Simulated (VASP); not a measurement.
Method: PBEsol GGA, VASP's PBE PAW potentials (set 64) (plane waves; VASP).

Input for VASP

### INCAR
```
! general
SYSTEM =NiSb
PREC   =Accurate
ENCUT  =500
LREAL  =.FALSE.
LASPH  =.TRUE.

! electronic loop
EDIFF  =1E-6
NELM   =100
ALGO   =Normal
LMAXMIX=4

! smearing
ISMEAR =1
SIGMA  =0.1

! functional
GGA    =PS

! ions
IBRION =2
NSW    =40
ISIF   =3
EDIFFG =-0.02
PSTRESS=100

! output
LWAVE  =.FALSE.
LCHARG =.FALSE.
```

### POSCAR
```
NiSb
1
    1.9341886981    -3.3501132559     0.0000000000
    1.9341886981     3.3501132559     0.0000000000
    0.0000000000     0.0000000000     5.0147290079
Ni Sb
2 2
Direct
  0.0000000000   0.0000000000   0.5000000000
  0.0000000000   0.0000000000   0.0000000000
  0.3333330000   0.6666670000   0.2500000000
  0.6666670000   0.3333330000   0.7500000000
```

### KPOINTS
```
Automatic mesh
0
Gamma
9 9 6
0 0 0
```

POTCAR, in this order: Ni Sb (PBE.64 set). Program: vasp_std.

Energy and stress use the plane-wave basis of the starting cell. Unless said otherwise, spin-orbit coupling is left out, though it shifts the bands of the heavy elements here.

### Question
What does the run give for the energy per atom (σ→0), volume per atom, band gap (on the k-mesh)?

### Answer

energy per atom (σ→0): -5640 meV/atom
band gap (on the k-mesh): none (metal, semimetal or under 0.01 eV)
volume per atom: 15.77 Å³/atom

**OSZICAR**
```
...
DAV:   3    -0.225963794161E+02    0.18097E+01   -0.74510E+00  1988   0.515E+01    0.206E+00
DAV:   4    -0.225731413953E+02    0.23238E-01   -0.21024E-01  1926   0.530E+00    0.102E+00
DAV:   5    -0.225615751983E+02    0.11566E-01   -0.19820E-02  2569   0.241E+00    0.227E-01
DAV:   6    -0.225612628980E+02    0.31230E-03   -0.23984E-03  1869   0.526E-01    0.966E-02
DAV:   7    -0.225612722392E+02   -0.93412E-05   -0.79346E-05  2389   0.827E-02    0.830E-02
DAV:   8    -0.225612684504E+02    0.37888E-05   -0.22903E-05  2151   0.755E-02    0.292E-02
DAV:   9    -0.225612677888E+02    0.66159E-06   -0.27799E-06  1193   0.225E-02
   3 F= -.18625005E+02 E0= -.18625122E+02  d E =-.313663E-01
```

The compound is NiSb in the NiAs type structure. This run relaxes it under an external pressure of 10 GPa. Symmetry was kept, so distortions that lower it aren't found. The run is not spin-polarised, so no magnetic state was tried.
